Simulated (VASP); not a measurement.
Data:

```
SrTe
1.0
    0.00000     3.39184     3.39184
    3.39184     0.00000     3.39184
    3.39184     3.39184     0.00000
Sr Te
1 1
Cartesian
  0.00000   0.00000   0.00000
  3.39184   3.39184   3.39184
```

Computed with TPSS meta-GGA, VASP's PBE PAW potentials (set 64) (plane waves; VASP). Settings: 520 eV cut-off, 7×7×7 Γ-centred mesh, Gaussian smearing of 0.050 eV, potentials Sr_sv Te.

Task: Estimate the energy per atom (σ→0).

Result: 
```json
{
  "energy per atom (σ→0)": "-12.538 eV/atom"
}
```

The compound is SrTe in the rock salt structure. This cell is one point of a volume scan, at 1.03 of the reference volume.
